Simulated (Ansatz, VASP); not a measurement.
# WS2: VASP beside Ansatz, part 2 of 2

Aim: how closely do two programs agree when they are given the same cell, functional and k mesh? The cell is generated by rule, not measured, and may not be a known phase. The cell is taken from a series of VASP runs on this material, whose earlier steps may have relaxed, scaled or displaced it; both programs get it as it stands.

VASP 6.6.1 and Ansatz 0.2.0.

So far: Set-up; VASP: band structure, HSE06.

The structure was built from a prototype and need not be the compound's stable phase.

## 3. Ansatz: band structure, HSE06

Level of this step: Ansatz beside VASP: Kohn-Sham DFT, plane waves, HSE06 (Ansatz).

Ansatz runs on its default PAW (the set named soft_2) files.

The same cell, functional, mesh and smearing now go to Ansatz, which takes its cutoff from its data sets.

Contents of input.yaml:

```yaml
crystal:
  lattice:
    - [0.0, 3.00222, 3.00222]
    - [3.00222, 0.0, 3.00222]
    - [3.00222, 3.00222, 0.0]
  atoms:
    - { symbol: W, position: [0.0, 0.0, 0.0] }
    - { symbol: S, position: [0.25, 0.25, 0.25] }
    - { symbol: S, position: [0.75, 0.75, 0.75] }
hamiltonian:
  xc: { exchange: pbe, correlation: pbe, exx: { coeff: 0.25, omega: 0.2 } }
  pseudopotentials: { kind: paw }
kpoints:
  mp_grid: { grid: [4, 4, 4] }
  band_path:
    path:
      - [0.0, 0.0, 0.0]
      - [0.5, 0.0, 0.5]
      - [0.5, 0.21429, 0.71429]
      - [0.41071, 0.33929, 0.75]
      - [0.16071, 0.16071, 0.32143]
      - [0.21429, 0.21429, 0.21429]
      - [0.55357, 0.39286, 0.55357]
      - [0.58929, 0.25, 0.66071]
      - [0.5, 0.28571, 0.71429]
      - [0.5, 0.5, 0.5]
      - [0.375, 0.375, 0.75]
      - [0.5, 0.0, 0.5]
    npoints: 1
scf:
  occupations: { method: gaussian, width: 0.02 }
  n_extra_bands: 7
output:
  forces: true
  stress: true
  eigenvalues: true
```

Run with:

```sh
> ansatz run input.yaml --threads 4 --pin off --max-ram 9216MiB --backend cpu --events-out ev --progress --plain --runs-dir out
```

Numbers of over 12 decimals in the logs are rounded to 6 here.

What it wrote:

```text
Warning: output.stress: scf.convergence.dr2_threshold = 1e-7 eV (the SCF's general default) is looser than the 3e-10 eV advised for a printed stress (1e-10 eV for each atom of the cell: 3). What an SCF threshold leaves in a stress goes as its square root, and in the free energy as the threshold itself, and one threshold admits the most on a small cell: [figures from the program's tests cut] Set scf.convergence.dr2_threshold to 3e-10 eV or tighter. The threshold is an SCF's pass mark: one that does not reach it within its budget of iterations ends unconverged, or closes short of it on a stop that the run arms, and scf.convergence.dr2_threshold's page says what that costs each kind of run
Warning: output.stress: scf.exx.energy_threshold = 1e-6 eV is looser than the 3e-8 eV advised for a stress under a hybrid functional (1e-8 eV for each atom of the cell: 3). Every SCF of the exchange loop can meet its threshold on dr2 while the loop round them stops early: no threshold on dr2 bounds what that leaves in the stress. Set scf.exx.energy_threshold to 3e-8 eV or tighter. The threshold is the loop's pass mark: a loop that does not reach it within its budget of cycles ends unconverged, and scf.exx.energy_threshold's page has the law
scf.n_extra_bands = 7 over 13 filled bands (N_el = 26.0): the run solves 20 bands
Engine: ansatz 0.2.0, aarch64-unknown-linux-gnu
Pseudopotentials: kind: paw
Pseudopotential: W, paw, valence charge 14, recommended cutoff 420 eV (normal), W.paw.azcp
Pseudopotential: S, paw, valence charge 6, recommended cutoff 420 eV (normal), S.paw.azcp
Functional definition: unnamed
  parameter a_1 = 0.25
  parameter omega_1 = 0.2/angstrom
  exchange = pbe_x + (-a_1)*pbe_x_sr(omega_1) + a_1*exact_x_sr(omega_1)
  correlation = pbe_c
Crystal: 3 atoms, lattice volume = 54.120 Å³
Basis set: ecut = 420 eV, 1067 PW (Γ), exchange–correlation on 60×60×60 points (8 copies of the dense FFT grid, shifted against one another)
Bands: 20, of which v1, the nominal top of the filled ones, is band 13 counted from 1 (12 counted from 0)
Symmetry: 48 space group operations
Space group: Fm-3m (ITA 225), of the structure as read, at distance tolerance 3.8e-5 Å
k-points: 8 of 64
Non-local potential: W, projectors of the file, l = 0: 3, l = 1: 2, l = 2: 2, l = 3: 1
Non-local potential: S, projectors of the file, l = 0: 2, l = 1: 2, l = 2: 2
PAW form: soft (Blöchl's): semilocal exchange-correlation on the pseudo side does not see the compensation charge
PAW frozen core: W, regenerated for the run's functional, and the local potential with it (the file was generated under x = pbe(κ = 0.804, μ = 0.219515), c = pbe(β = 0.066725))
PAW frozen core: S, regenerated for the run's functional, and the local potential with it (the file was generated under x = pbe(κ = 0.804, μ = 0.219515), c = pbe(β = 0.066725))
PAW one-centre angular grid: W, 590 points (default); XC on 64 Gauss nodes
PAW one-centre angular grid: S, 110 points (default); XC on 64 Gauss nodes
Initial density: superposition of atomic densities (neutral atoms: chi_scale 0, normalization atom), corrected by the library's trained network
Initial wavefunctions: pseudopotential atomic-orbital guess
Functional: x = pbe(κ = 0.804, μ = 0.219515), c = pbe(β = 0.066725), warm-up for x = pbe(κ = 0.804, μ = 0.219515) + 0.25 (exact − pbe) at short range (hse, ω = 0.2 Å⁻¹), c = pbe(β = 0.066725)
SCF iter   1: F=—  HF=-12188.789768 eV  |F-HF|=—  |Δ(HF+E_count)|=         —  Δρ=6.34e-3  dr2=1.49e-2  ethr=1.77e-3  ⟨swp⟩=9.6  Hψ=729  notcnv=0
preconditioner: auto → none  [insulator: Δε(μ)=0.038 eV  Ē_g=9.936 eV  σ=0.020 eV  W_gap=0.71  n_scr=14 (ndim 8)  ℏωp=21.4 eV  f_vac=0.026  D(μ)=20.06/eV (n_scr^D=530)]
SCF iter   2: F=—  HF=-12188.791784 eV  |F-HF|=—  |Δ(HF+E_count)|=   2.02e-3  Δρ=3.07e-3  dr2=5.03e-3  ethr=5.74e-5  ⟨swp⟩=4.2  Hψ=398  notcnv=0  defer=3
SCF iter   3: F=—  HF=-12188.793805 eV  |F-HF|=—  |Δ(HF+E_count)|=   2.02e-3  Δρ=2.80e-3  dr2=7.49e-3  ethr=1.93e-5  ⟨swp⟩=3.6  Hψ=423  notcnv=0  defer=1
iter 4 solved again at ethr=3.25e-7 eV; its pass at ethr=1.93e-5 eV (dr2=8.46e-5 eV) is discarded
SCF iter   4: F=—  HF=-12188.792870 eV  |F-HF|=—  |Δ(HF+E_count)|=   9.35e-4  Δρ=4.76e-4  dr2=9.59e-5  ethr=3.25e-7  ⟨swp⟩=3.0  Hψ=647  notcnv=0
SCF iter   5: F=—  HF=-12188.792954 eV  |F-HF|=—  |Δ(HF+E_count)|=   8.32e-5  Δρ=7.51e-5  dr2=3.11e-6  ethr=3.25e-7  ⟨swp⟩=3.0  Hψ=316  notcnv=0
SCF iter   6: F=—  HF=-12188.792957 eV  |F-HF|=—  |Δ(HF+E_count)|=   3.57e-6  Δρ=1.74e-5  dr2=1.91e-7  ethr=1.19e-8  ⟨swp⟩=3.1  Hψ=319  notcnv=0
SCF iter   7: F=—  HF=-12188.792957 eV  |F-HF|=—  |Δ(HF+E_count)|=   1.24e-7  Δρ=5.41e-6  dr2=2.09e-8  ethr=7.33e-10  ⟨swp⟩=3.1  Hψ=297  notcnv=0
SCF iter   8: F=-12188.792957 eV  HF=-12188.792957 eV  |F-HF|=7.82e-11  |Δ(HF+E_count)|=   2.92e-9  Δρ=6.78e-7  dr2=1.97e-10  ethr=8.03e-11  ⟨swp⟩=3.0  Hψ=291  notcnv=0
SCF 1 converged in 8 iterations: F = -12188.792957 eV  dr2 = 1.97e-10
  greatest PAW one-centre occupation: 0.999 electrons in one spin orbital (limit 2), on the W atom at site 0 (counted from 0), in its partial waves of l = 0
Initial density: handed on by an earlier stage of this run
Initial wavefunctions: those handed on with the density
[...]
preconditioner: auto → Kerker (q_TF=auto, 2.415 Å⁻¹)  [metal: Δε(μ)=0.019 eV  Ē_g=11.379 eV  σ=0.020 eV  W_gap=0.43  n_scr=14 (ndim 8)  ℏωp=21.4 eV  f_vac=0.018  D(μ)=15.47/eV (n_scr^D=330)]
[...]
preconditioner: auto → none  [insulator: Δε(μ)=0.101 eV  Ē_g=11.316 eV  σ=0.020 eV  W_gap=0.75  n_scr=14 (ndim 8)  ℏωp=21.4 eV  f_vac=0.020  D(μ)=16.85/eV (n_scr^D=386)]
[...]
SCF 2 converged in 7 iterations: F = -12190.149858 eV  dr2 = 5.77e-8
hybrid outer 1: dexx = +5.221e-3 eV, tail = 1.36e-3 eV
Exchange kernel: α = 0.2500, screened, ω = 0.2000 Å⁻¹, Wigner–Seitz truncation, v(0) = 1112.3360 eV·Å³, q-mesh 4×4×4, nearest image of the exchange supercell L = 16.98 Å, pair-density grid 18×18×18, without the augmentation charges, whose exchange is taken in its separable form by FFT convolution over the k-point mesh (sized by the pseudopotential files, 24×24×24 at the most), smooth part of the exact exchange by density-matrix convolution
Frozen-core exchange: fock
[...]
preconditioner: auto → none  [insulator: Δε(μ)=0.116 eV  Ē_g=11.349 eV  σ=0.020 eV  W_gap=0.75  n_scr=14 (ndim 8)  ℏωp=21.4 eV  f_vac=0.020  D(μ)=16.85/eV (n_scr^D=386)]
SCF iter   2: F=—  HF=-12190.155802 eV  |F-HF|=—  |Δ(HF+E_count)|=   9.50e-5  Δρ=2.31e-4  dr2=5.99e-5  ethr=1.54e-6  ⟨swp⟩=2.6  Hψ=274  notcnv=0
SCF iter   3: F=—  HF=-12190.155794 eV  |F-HF|=—  |Δ(HF+E_count)|=   7.69e-6  Δρ=3.99e-5  dr2=1.88e-5  ethr=1.50e-7  ⟨swp⟩=3.0  Hψ=282  notcnv=0
SCF iter   4: F=-12190.155935 eV  HF=-12190.155940 eV  |F-HF|=5.58e-6  |Δ(HF+E_count)|=   1.46e-4  Δρ=1.43e-4  dr2=8.68e-6  ethr=2.97e-9  ⟨swp⟩=4.8  Hψ=516  notcnv=0
SCF 3 stopped early in 4 iterations: F = -12190.155935 eV  dr2 = 8.68e-6
  greatest PAW one-centre occupation: 0.998 electrons in one spin orbital (limit 2), on the W atom at site 0 (counted from 0), in its partial waves of l = 0
hybrid outer 2: dexx = +1.742e-4 eV, tail = 3.49e-5 eV, Δε = 1.83e-2 eV (about 2.05e-3 eV left of the loop's levels)
Exchange kernel: α = 0.2500, screened, ω = 0.2000 Å⁻¹, Wigner–Seitz truncation, v(0) = 1112.3360 eV·Å³, q-mesh 4×4×4, nearest image of the exchange supercell L = 16.98 Å, pair-density grid 18×18×18, without the augmentation charges, whose exchange is taken in its separable form by FFT convolution over the k-point mesh (sized by the pseudopotential files, 24×24×24 at the most), smooth part of the exact exchange by density-matrix convolution
Frozen-core exchange: fock
SCF iter   1: F=—  HF=-12190.155927 eV  |F-HF|=—  |Δ(HF+E_count)|=         —  Δρ=5.55e-5  dr2=3.19e-6  ethr=3.47e-7  ⟨swp⟩=3.8  Hψ=341  notcnv=0
preconditioner: auto → none  [insulator: Δε(μ)=0.113 eV  Ē_g=11.346 eV  σ=0.020 eV  W_gap=0.75  n_scr=14 (ndim 8)  ℏωp=21.4 eV  f_vac=0.020  D(μ)=16.85/eV (n_scr^D=386)]
SCF iter   2: F=—  HF=-12190.155927 eV  |F-HF|=—  |Δ(HF+E_count)|=   3.72e-7  Δρ=1.29e-5  dr2=1.93e-6  ethr=6.10e-9  ⟨swp⟩=2.9  Hψ=278  notcnv=0
SCF iter   3: F=—  HF=-12190.155927 eV  |F-HF|=—  |Δ(HF+E_count)|=   1.13e-8  Δρ=4.73e-6  dr2=1.99e-6  ethr=2.88e-10  ⟨swp⟩=3.0  Hψ=330  notcnv=0
SCF iter   4: F=—  HF=-12190.155942 eV  |F-HF|=—  |Δ(HF+E_count)|=   1.48e-5  Δρ=6.03e-5  dr2=4.43e-6  ethr=7.45e-11  ⟨swp⟩=4.6  Hψ=525  notcnv=0
SCF iter   5: F=—  HF=-12190.155941 eV  |F-HF|=—  |Δ(HF+E_count)|=   7.30e-7  Δρ=3.28e-5  dr2=1.27e-6  ethr=7.45e-11  ⟨swp⟩=4.2  Hψ=410  notcnv=0
SCF iter   6: F=—  HF=-12190.155941 eV  |F-HF|=—  |Δ(HF+E_count)|=   2.86e-7  Δρ=2.61e-6  dr2=1.77e-8  ethr=7.45e-11  ⟨swp⟩=4.0  Hψ=425  notcnv=0
SCF iter   7: F=-12190.155941 eV  HF=-12190.155941 eV  |F-HF|=6.73e-11  |Δ(HF+E_count)|=   1.03e-9  Δρ=4.76e-7  dr2=1.31e-8  ethr=1.38e-11  ⟨swp⟩=2.6  Hψ=309  notcnv=0
SCF 4 converged in 7 iterations: F = -12190.155941 eV  dr2 = 1.31e-8
  Residual-converged pass: ⟨swp⟩=2.6  Hψ=271  notcnv=0  max |occ|·‖R‖ = 2.1e-6 eV (tolerance 2.4e-6 eV)  dr2=1.31e-8  dr2_onsite=4.96e-12  max |Δocc| = 3.2e-32
hybrid outer 3: dexx = +3.314e-7 eV, tail = 2.66e-8 eV, Δε = 2.31e-3 eV (about 1.62e-4 eV left of the loop's levels)
NSCF: frozen V_eff on 12 k-points
hybrid SCF converged: 3 outer / 18 inner (+8 warm-up), last move |dexx| = 3.31e-7 eV, tail = 2.66e-8 eV
Stability not checked: this state was not tested for a lower state beside it, because the functional holds exact exchange (a hybrid, or Hartree-Fock), whose exchange loop this test does not read (fock_operator; see scf.lower_state_search)
Free energy (F): -12190.155941 eV
Frozen-core exchange: fock
Harris-Foulkes:  -12190.155941 eV  (|F-HF|=6.73e-11)
Internal energy: -12190.152570 eV  (E = F + TS)
E sigma→0 (E₀):  -12190.154256 eV
Entropy (-TS):   -0.003371 eV (-1.124 meV/atom)
Fermi energy:    11.385757 eV
--- Per-component energies (eV) ---
  E_band       = -223.657244
  E_kinetic    = 656.308284
  E_local      = -1227.295170  (includes V_loc(G=0)·N_el)
  E_nonlocal   = 58.958764
  E_hartree    = 436.934007
  E_xc         = -365.567958
  E_vxc        = -326.932050  (∫ρ·V_xc dr)
  E_exx        = -62.351052  (= α·E_x^exact, valence–valence)
  E_paw        = -9793.490409  (= ΣΔE_a)
  E_vpaw       = -133.862904  (= ΣTr[D̂ρ^β])
  E_aug_tail   = -0.000051  (compensation charges beyond the density's cutoff)
  E_ewald      = -1890.539568
  E_core_change = -3.109417  (= ΣΔE_core)
  E_smearing   = -0.003371  (= −TS)
  E_closure    = 0.000000  (closes the sum)
  Σ components = -12190.155941   (vs F -12190.155941, Δ=0.00e0)
--- Forces (eV/Å), atoms counted from 1 ---
  atom   1  W     -0.00000000     0.00000000    -0.00000000
  atom   2  S     -0.00000000    -0.00000000    -0.00000000
  atom   3  S     -0.00000000     0.00000000     0.00000000
  max |Σ_I F_I| component: 3.70e-17 eV/Å
--- Stress (GPa, compression-positive) ---
      -13.596260       0.000000       0.000000
       -0.000000     -13.596260       0.000000
       -0.000000      -0.000000     -13.596260
  P = ⅓ Tr σ = -13.5963 GPa (-135.963 kbar)
--- Band table (eV; the first three rows and the last of 8) ---
  k-point 0: bands = [... 9 lower, 10.2210, 10.2210, 10.2210, 10.3949, 10.3949, 16.5712, 16.5712, 16.5712, ... 3 higher]
  k-point 1: bands = [... 9 lower, 8.1166, 8.3764, 8.3764, 11.5659, 11.5659, 13.7393, 15.7460, 15.7460, ... 3 higher]
  k-point 2: bands = [... 9 lower, 7.6623, 7.6623, 7.6911, 10.9957, 10.9957, 13.6263, 16.2574, 16.2574, ... 3 higher]
  k-point 7: bands = [... 9 lower, 6.8863, 8.4268, 11.2288, 11.5225, 11.8056, 14.0149, 14.0149, 15.9219, ... 3 higher]
```

The job ended after 20 s (4 threads of Arm Neoverse V1, shared host; peak memory 0.69 GiB; 69 s of CPU time).

The column dr2 measures how far the density is from self-consistency, as an energy; F and HF (Harris–Foulkes) agree once it is small.

## 4. Side by side

Known differences besides the potentials themselves: exact exchange at q = 0 is treated differently, which shows on coarse meshes; VASP keeps PBE cores, Ansatz makes them for the functional; the data sets hold 26 valence electrons in Ansatz (default PAW (the set named soft_2) files) and 18 in VASP; the cutoff is 420 eV in Ansatz and 400 eV in VASP; VASP takes a coarser grid for exact exchange (PRECFOCK = Fast). Total energies have different zeros and are not compared.

Both answers:

```csv
quantity,Ansatz,VASP,difference
pressure (GPa),-13.60,-15.08,+1.48
```

Levels from 3 eV below to 2 eV above the Fermi level differ by 55 meV r.m.s. and 110 meV at most; each VASP level is matched to the nearest of Ansatz, which flatters the figure a little.

## 5. Further runs

Further runs change the set-up of one program: Ansatz's method, potentials or start, or VASP's data sets, cutoff or form of LDA. The table gives Ansatz less VASP for each quantity, since a change that brings one quantity closer may part another.

```csv
run,pressure (GPa)
as above,1.5
cores kept as stored,1.2
norm-conserving potentials (cutoff 1007 eV),2.2
```

## 6. Summary of results

- difference in pressure (band structure, HSE06): 1.5 GPa

In words: The difference in pressure is 1.5 GPa (band structure, HSE06), beyond the 1 GPa picked in this series as the mark of a large difference. Band structure, HSE06, norm-conserving potentials (cutoff 1007 eV): the difference in pressure goes from 1.5 to 2.2 GPa. 1 further run of this series is not shown here. How closely two codes agree says nothing of how well the functional describes the real material.

[Lines on the potential files, build, host, timing and source positions are cut from VASP's logs without a mark.]

[Logs are printed without paths, hosts, clocks, repeated set-up lines and the standing remarks that a program may print on its own settings, such as how far it seeks lower states.]

[Hosts, paths, dates, database ids (printed as entryN), source tags and the programs' standing remarks are cut or masked in the printed files.]
